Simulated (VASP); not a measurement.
Here is the system:

```
Ag
1.0
    0.00000     2.03227     2.03227
    2.03227     0.00000     2.03227
    2.03227     2.03227     0.00000
Ag
1
Direct
  0.00000   0.00000   0.00000
```

The numbers are results of MS2 meta-GGA, VASP's PBE PAW potentials (set 64) (plane waves; VASP), not measurements. Settings: 520 eV cut-off, 17×17×17 Γ-centred mesh, tetrahedra with Blöchl corrections, potentials Ag.

### Question
Give the energies of bands 1 to 7 at the high-symmetry points, in eV from the Fermi level.

### Answer

```tsv
band	Γ	X	U	L	W
1	-8.00	-6.66	-6.19	-6.58	-5.88
2	-4.91	-6.48	-5.76	-4.95	-5.21
3	-4.91	-3.08	-4.18	-4.95	-5.21
4	-4.91	-2.79	-3.64	-3.02	-3.86
5	-3.87	-2.79	-3.08	-3.02	-2.79
6	-3.87	1.50	4.29	-0.58	6.00
7	16.44	6.97	5.37	3.78	6.00
```

It has no gap at this level: it comes out as a metal or semimetal.

The compound is Ag in the fcc structure. It was relaxed first.
